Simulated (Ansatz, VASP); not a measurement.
# TaN: VASP beside Ansatz

Aim: how closely do two programs agree when they are given the same cell, functional and k mesh? The cell is taken from a series of runs on this material, whose earlier steps may have relaxed, scaled, displaced or heated it; both programs get it as it stands.

Program: Ansatz 0.2.0. Level of theory: plane waves, with VASP 6.6.1 beside it; zone-centre phonons at LDA. Results are calculated unless marked as measured.

## 1. The structure

Symmetry: I4/mmm, No. 139, tetragonal system. Conventional cell: a = 3.085 Å, b = 3.085 Å, c = 4.261 Å, α = 90.00°, β = 90.00°, γ = 90.00°. Nearest to N lie 6 Ta at 2.13 to 2.18 Å. Ta has 6 N at 2.13 to 2.18 Å nearest. Farther neighbours and most contacts between anions are not listed.

Structure file:

```cif
data_structure
_symmetry_space_group_name_H-M 'P 1'
_symmetry_Int_Tables_number 1
_cell_length_a 3.0492
_cell_length_b 3.0492
_cell_length_c 3.0852
_cell_angle_alpha 59.609
_cell_angle_beta 59.609
_cell_angle_gamma 60.783
_cell_volume 20.28
loop_
_atom_site_label
_atom_site_type_symbol
_atom_site_fract_x
_atom_site_fract_y
_atom_site_fract_z
_atom_site_occupancy
N1 N 0.00000 0.00000 0.00000 1
Ta2 Ta 0.50000 0.50000 0.50000 1
```

## 2. VASP: zone-centre phonons, LDA, pair 1

Second derivatives magnify differences that forces hide, and they need a tight electronic threshold.

Lines of VASP's logs that name or quote its potential files are left out, and so is its time.

INCAR

```
SYSTEM = TaN
PREC = Accurate
ENCUT = 600
EDIFF = 1E-08
NELM = 120
ISMEAR = 1
SIGMA = 0.2
LREAL = .FALSE.
ALGO = Normal
GGA = PW92
NBANDS = 14
LASPH = .TRUE.
LORBIT = 11
LWAVE = .FALSE.
LCHARG = .FALSE.
ISIF = 2
IBRION = 8
GGA_COMPAT = .FALSE.
KPAR = 2
```

POSCAR

```
TaN
1.0
    0.0000000000      2.1815569285      2.1303319640
    2.1815569285      0.0000000000      2.1303319640
    2.1815569285      2.1815569285      0.0000000000
N Ta
1 1
Direct
    0.0000000000      0.0000000000      0.0000000000
    0.5000000000      0.5000000000      0.5000000000
```

KPOINTS

```
Automatic mesh
0
Gamma
16 16 16
0 0 0
```

PAW data sets: N and Ta_pv (LDA family, release 64).

Command:

```
> mpirun -np 2 vasp_std
```

Numbers of over 12 decimals in the logs are rounded to 6 here.

Log:

```text
[banner, memory and clock lines left out]
running    2 mpi-ranks, on    1 nodes
 distrk:  each k-point on    1 cores,    2 groups
 distr:  one band on    1 cores,    1 groups

 POSCAR found type information on POSCAR N Ta
 POSCAR found :  2 types and       2 ions
|                                                                             |
|               ----> ADVICE to this user running VASP <----                  |
|                                                                             |
|     You enforced a specific xc type in the INCAR file but a different       |
|     [... a line on the potential file left out ...]
|     I HOPE YOU KNOW WHAT YOU ARE DOING!                                     |
|                                                                             |

 LDA part: xc-table for (Slater(with rela. corr.)+PW92), standard interpolation
 POSCAR, INCAR and KPOINTS ok, starting setup
 FFT: planning ... GRIDC
 FFT: planning ... GRID_SOFT
 FFT: planning ... GRID
 WAVECAR not read
 entering main loop
       N       E                     dE             d eps       ncg     rms          rms(c)
DAV:   1     0.953817427416E+02    0.95382E+02   -0.98363E+03  9772   0.136E+03
DAV:   2    -0.240984471319E+02   -0.11948E+03   -0.11237E+03 11908   0.331E+02
DAV:   3    -0.271578712452E+02   -0.30594E+01   -0.30210E+01 11158   0.475E+01
DAV:   4    -0.271725243670E+02   -0.14653E-01   -0.14643E-01 11616   0.348E+00
DAV:   5    -0.271726310003E+02   -0.10663E-03   -0.10663E-03 11196   0.267E-01    0.264E+01
DAV:   6    -0.242718077202E+02    0.29008E+01   -0.64977E+00 10528   0.285E+01    0.112E+01
DAV:   7    -0.241699004004E+02    0.10191E+00   -0.37706E-01 12580   0.560E+00    0.750E+00
DAV:   8    -0.241324734319E+02    0.37427E-01   -0.12257E-01 11920   0.311E+00    0.127E+00
DAV:   9    -0.241289877061E+02    0.34857E-02   -0.97009E-03 11404   0.851E-01    0.270E-01
DAV:  10    -0.241288268790E+02    0.16083E-03   -0.45484E-04 12894   0.268E-01    0.866E-02
DAV:  11    -0.241288069841E+02    0.19895E-04   -0.46772E-05 10648   0.724E-02    0.157E-02
DAV:  12    -0.241288067033E+02    0.28073E-06   -0.27775E-06 12418   0.156E-02    0.330E-03
DAV:  13    -0.241288066919E+02    0.11396E-07   -0.64112E-08 11302   0.245E-03    0.651E-04
DAV:  14    -0.241288066932E+02   -0.13133E-08   -0.27641E-09  7814   0.611E-04
   1 F= -.24128807E+02 E0= -.24128712E+02  d E =-.284587E-03
 Linear response reoptimize wavefunctions to high precision
DAV:   1    -0.241288066929E+02    0.30832E-09   -0.49769E-10  7796   0.266E-04
DAV:   2    -0.241288066929E+02    0.13642E-10   -0.72508E-11  5972   0.731E-05
 Linear response DOF=           4
 Linear response progress:
  Degree of freedom:   1/  4
       N       E                     dE             d eps       ncg     rms          rms(c)
RMM:   1    -0.232347555911E+00   -0.23235E+00    0.15729E-01 37237   0.298E+00
RMM:   2    -0.228853699386E+00    0.34939E-02   -0.42092E-03 29604   0.495E-01    0.158E-01
RMM:   3    -0.229713742873E+00   -0.86004E-03   -0.91741E-04 26595   0.186E-01    0.793E-02
RMM:   4    -0.231084524315E+00   -0.13708E-02   -0.47531E-04 27043   0.130E-01    0.214E-02
RMM:   5    -0.231180046658E+00   -0.95522E-04   -0.19439E-05 31302   0.318E-02    0.294E-03
RMM:   6    -0.231181457567E+00   -0.14109E-05   -0.16820E-06 31024   0.701E-03    0.723E-04
RMM:   7    -0.231174125174E+00    0.73324E-05   -0.16041E-07 31153   0.184E-03    0.342E-04
RMM:   8    -0.231175600394E+00   -0.14752E-05   -0.50152E-08 33398   0.619E-04    0.115E-04
RMM:   9    -0.231175349141E+00    0.25125E-06   -0.13486E-08 32773   0.204E-04    0.231E-05
RMM:  10    -0.231175139974E+00    0.20917E-06   -0.87211E-09 34442   0.707E-05    0.118E-05
RMM:  11    -0.231175167627E+00   -0.27653E-07   -0.34217E-09 32896   0.223E-05    0.421E-06
RMM:  12    -0.231175193833E+00   -0.26206E-07   -0.37123E-10 31548   0.946E-06    0.140E-06
RMM:  13    -0.231175193105E+00    0.72809E-09   -0.10035E-09 20816   0.469E-06    0.309E-07
 first order change of Fermi-energy   0.23997E-03
 force on displaced ion       1 direction 1 :  -7.977   0.000   0.000
 Linear response progress:
  Degree of freedom:   2/  4
       N       E                     dE             d eps       ncg     rms          rms(c)
RMM:   1    -0.235009448086E+00   -0.23501E+00    0.15422E-01 20667   0.304E+00
RMM:   2    -0.230916925548E+00    0.40925E-02   -0.45126E-03 16620   0.508E-01    0.172E-01
RMM:   3    -0.231782522006E+00   -0.86560E-03   -0.10170E-03 14787   0.196E-01    0.877E-02
RMM:   4    -0.233224602058E+00   -0.14421E-02   -0.51466E-04 15105   0.136E-01    0.240E-02
RMM:   5    -0.233348119192E+00   -0.12352E-03   -0.21086E-05 17353   0.339E-02    0.342E-03
RMM:   6    -0.233356864197E+00   -0.87450E-05   -0.21278E-06 17274   0.776E-03    0.823E-04
RMM:   7    -0.233346985008E+00    0.98792E-05   -0.12317E-07 16933   0.212E-03    0.370E-04
RMM:   8    -0.233348879290E+00   -0.18943E-05   -0.49382E-08 18630   0.706E-04    0.105E-04
RMM:   9    -0.233348449640E+00    0.42965E-06    0.25778E-09 17854   0.234E-04    0.238E-05
RMM:  10    -0.233348306863E+00    0.14278E-06   -0.10953E-08 19491   0.781E-05    0.129E-05
RMM:  11    -0.233348298331E+00    0.85320E-08   -0.73660E-09 18099   0.231E-05    0.719E-06
 first order change of Fermi-energy   0.11356E-03
 force on displaced ion       1 direction 3 :   0.000   0.000 -12.034
 Linear response progress:
  Degree of freedom:   3/  4
       N       E                     dE             d eps       ncg     rms          rms(c)
RMM:   1    -0.134267793764E+00   -0.13427E+00    0.11352E+01 18262   0.237E+01
RMM:   2    -0.162909444710E+00   -0.28642E-01   -0.27231E-02 27419   0.145E+00    0.105E-01
RMM:   3    -0.162329416727E+00    0.58003E-03   -0.19852E-03 31782   0.279E-01    0.487E-02
RMM:   4    -0.161932728824E+00    0.39669E-03   -0.15167E-04 34280   0.799E-02    0.184E-02
RMM:   5    -0.161762621645E+00    0.17011E-03   -0.16615E-05 34410   0.229E-02    0.435E-03
RMM:   6    -0.161756591251E+00    0.60304E-05   -0.26268E-06 32797   0.829E-03    0.782E-04
RMM:   7    -0.161755588498E+00    0.10028E-05   -0.24691E-06 34890   0.231E-03    0.275E-04
RMM:   8    -0.161757265593E+00   -0.16771E-05   -0.36482E-07 36670   0.781E-04    0.678E-05
RMM:   9    -0.161757843493E+00   -0.57790E-06   -0.23458E-07 34560   0.303E-04    0.390E-05
RMM:  10    -0.161758221830E+00   -0.37834E-06   -0.17485E-07 32757   0.182E-04    0.753E-06
RMM:  11    -0.161758259785E+00   -0.37955E-07   -0.14832E-07 37663   0.780E-05    0.432E-06
RMM:  12    -0.161758241198E+00    0.18587E-07   -0.43416E-08 34079   0.399E-05    0.899E-07
RMM:  13    -0.161758242710E+00   -0.15126E-08   -0.39016E-08 30620   0.207E-05    0.115E-06
 first order change of Fermi-energy  -0.10673E-03
 force on displaced ion       2 direction 1 :  -7.977   0.000   0.000
 Linear response progress:
  Degree of freedom:   4/  4
       N       E                     dE             d eps       ncg     rms          rms(c)
RMM:   1    -0.133345447309E+00   -0.13335E+00    0.11391E+01 10358   0.239E+01
RMM:   2    -0.162262722658E+00   -0.28917E-01   -0.26898E-02 15357   0.145E+00    0.121E-01
RMM:   3    -0.161536568817E+00    0.72615E-03   -0.19467E-03 17556   0.284E-01    0.561E-02
RMM:   4    -0.161039865238E+00    0.49670E-03   -0.17261E-04 18644   0.924E-02    0.187E-02
RMM:   5    -0.160873494824E+00    0.16637E-03   -0.19319E-05 19174   0.254E-02    0.554E-03
RMM:   6    -0.160850930399E+00    0.22564E-04   -0.31035E-06 18255   0.882E-03    0.896E-04
RMM:   7    -0.160847726309E+00    0.32041E-05   -0.28987E-07 19071   0.252E-03    0.281E-04
RMM:   8    -0.160849762327E+00   -0.20360E-05   -0.52025E-06 20265   0.877E-04    0.762E-05
RMM:   9    -0.160850462566E+00   -0.70024E-06   -0.18385E-06 18773   0.348E-04    0.431E-05
RMM:  10    -0.160850975097E+00   -0.51253E-06   -0.13019E-06 17962   0.221E-04    0.937E-06
RMM:  11    -0.160851009887E+00   -0.34790E-07   -0.71405E-07 20909   0.951E-05    0.548E-06
RMM:  12    -0.160851010874E+00   -0.98718E-09   -0.47318E-07 18919   0.488E-05    0.981E-07
RMM:  13    -0.160851017870E+00   -0.69955E-08   -0.24983E-07 17492   0.268E-05    0.901E-07
RMM:  14    -0.160851027543E+00   -0.96734E-08   -0.16064E-07 14572   0.160E-05    0.748E-07
RMM:  15    -0.160851040720E+00   -0.13176E-07   -0.85483E-08 14485   0.108E-05    0.433E-07
RMM:  16    -0.160851038002E+00    0.27178E-08   -0.55678E-08  8193   0.681E-06    0.122E-07
 first order change of Fermi-energy   0.75921E-04
 force on displaced ion       2 direction 3 :   0.000   0.000 -12.035
 Linear response finished
```

Parts of OUTCAR (step 2):

```text
ion  position               nearest neighbor table
   1  0.000  0.000  0.000-   2 2.13   2 2.13   2 2.18   2 2.18   2 2.18   2 2.18
   2  0.500  0.500  0.500-   1 2.13   1 2.13   1 2.18   1 2.18   1 2.18   1 2.18

  LATTYP: Found a body centered tetragonal cell.
 ALAT       =     3.0851873954
 C/A-ratio  =     1.3810065263

 Subroutine GETGRP returns: Found 16 space group operations
 (whereof 16 operations were pure point group operations)

The static configuration has the point symmetry D_4h.

 Found    349 irreducible k-points:

   k-points           NKPTS =    349   k-points in BZ     NKDIM =    349   number of bands    NBANDS=     14

   dimension x,y,z NGX =    24 NGY =   24 NGZ =   28
   dimension x,y,z NGXF=    48 NGYF=   48 NGZF=   56

   ENCUT  =  600.0 eV  44.10 Ry    6.64 a.u.   6.09  6.09  6.16*2*pi/ulx,y,z

   NELECT =      16.0000    total number of electrons

 k-points in reciprocal lattice and weights: Automatic mesh
   0.00000000  0.00000000  0.00000000       0.000
   0.06250000 -0.00000000  0.00000000       0.002
   0.12500000 -0.00000000  0.00000000       0.002
   0.18750000 -0.00000000  0.00000000       0.002
   0.25000000 -0.00000000  0.00000000       0.002
   0.31250000  0.00000000  0.00000000       0.002
   0.37500000 -0.00000000  0.00000000       0.002
   0.43750000 -0.00000000  0.00000000       0.002
   0.50000000 -0.00000000  0.00000000       0.001
[...]
-0.31250000  0.18750000  0.50000000       0.001
  -0.25000000  0.25000000  0.50000000       0.000

 average (electrostatic) potential at core
       1 -60.5209       2 -34.5998

  Total        0.2312364      0.2312364      2.3767548      0.0000000      0.0000000      0.0000000
  in kB       18.2707497     18.2707497    187.7952372      0.0000000      0.0000000      0.0000000
  external PRESSURE =      74.7789122 kB  Pullay stress =       0.0000000 kB

  energy-cutoff  :      600.00
  volume of cell :       20.28
      direct lattice vectors                 reciprocal lattice vectors
     0.000000000  2.181556929  2.130331964    -0.229194111  0.229194111  0.234705205
     2.181556929  0.000000000  2.130331964     0.229194111 -0.229194111  0.234705205
     2.181556929  2.181556929  0.000000000     0.229194111  0.229194111 -0.234705205

 POSITION                                       TOTAL-FORCE (eV/Angst)
 -----------------------------------------------------------------------------------
      0.00000      0.00000      0.00000        -0.000000     -0.000000      0.000000
      2.18156      2.18156      2.13033         0.000000      0.000000      0.000000
 -----------------------------------------------------------------------------------
    total drift:                                0.000000     -0.000000     -0.000000

 Eigenvectors and eigenvalues of the dynamical matrix
 ----------------------------------------------------

   1 f  =   15.043827 THz    94.523150 2PiTHz  501.808038 cm-1    62.216239 meV
             X         Y         Z           dx          dy          dz
      0.000000  0.000000  0.000000    -0.000000   -0.000000    0.963419
      2.181557  2.181557  2.130332    -0.000000   -0.000000   -0.268000

   2 f  =   12.247940 THz    76.956075 2PiTHz  408.547293 cm-1    50.653386 meV
             X         Y         Z           dx          dy          dz
      0.000000  0.000000  0.000000     0.963418    0.000000    0.000000
      2.181557  2.181557  2.130332    -0.268002    0.000000    0.000000

   3 f  =   12.247940 THz    76.956075 2PiTHz  408.547293 cm-1    50.653386 meV
             X         Y         Z           dx          dy          dz
      0.000000  0.000000  0.000000     0.000000   -0.963418   -0.000000
      2.181557  2.181557  2.130332     0.000000    0.268002    0.000000

   4 f/i=    0.000145 THz     0.000913 2PiTHz    0.004849 cm-1     0.000601 meV
             X         Y         Z           dx          dy          dz
      0.000000  0.000000  0.000000     0.000000   -0.000000    0.268000
      2.181557  2.181557  2.130332     0.000000   -0.000001    0.963419

   5 f/i=    0.000155 THz     0.000974 2PiTHz    0.005173 cm-1     0.000641 meV
             X         Y         Z           dx          dy          dz
      0.000000  0.000000  0.000000    -0.264978    0.040150    0.000000
      2.181557  2.181557  2.130332    -0.952546    0.144330    0.000000

   6 f/i=    0.000155 THz     0.000974 2PiTHz    0.005173 cm-1     0.000641 meV
             X         Y         Z           dx          dy          dz
      0.000000  0.000000  0.000000     0.040150    0.264978    0.000000
      2.181557  2.181557  2.130332     0.144330    0.952546    0.000001

 ELASTIC MODULI CONTR FROM IONIC RELAXATION (kBar)
 Direction    XX          YY          ZZ          XY          YZ          ZX
 --------------------------------------------------------------------------------
 XX           0.0000      0.0000      0.0000      0.0000      0.0000      0.0000
 YY           0.0000      0.0000      0.0000      0.0000      0.0000      0.0000
 ZZ           0.0000      0.0000      0.0000      0.0000      0.0000      0.0000
 XY           0.0000      0.0000      0.0000      0.0000      0.0000      0.0000
 YZ           0.0000      0.0000      0.0000      0.0000      0.0000      0.0000
 ZX           0.0000      0.0000      0.0000      0.0000      0.0000      0.0000
 --------------------------------------------------------------------------------
```

(Continued in part 2 of 2.)

[Lines on the potential files, build, host, timing and source positions are cut from VASP's logs without a mark.]

[Logs are printed without paths, hosts, clocks, repeated set-up lines and the standing remarks that a program may print on its own settings, such as how far it seeks lower states.]

[Hosts, paths, dates, database ids (printed as entryN), source tags and the programs' standing remarks are cut or masked in the printed files.]
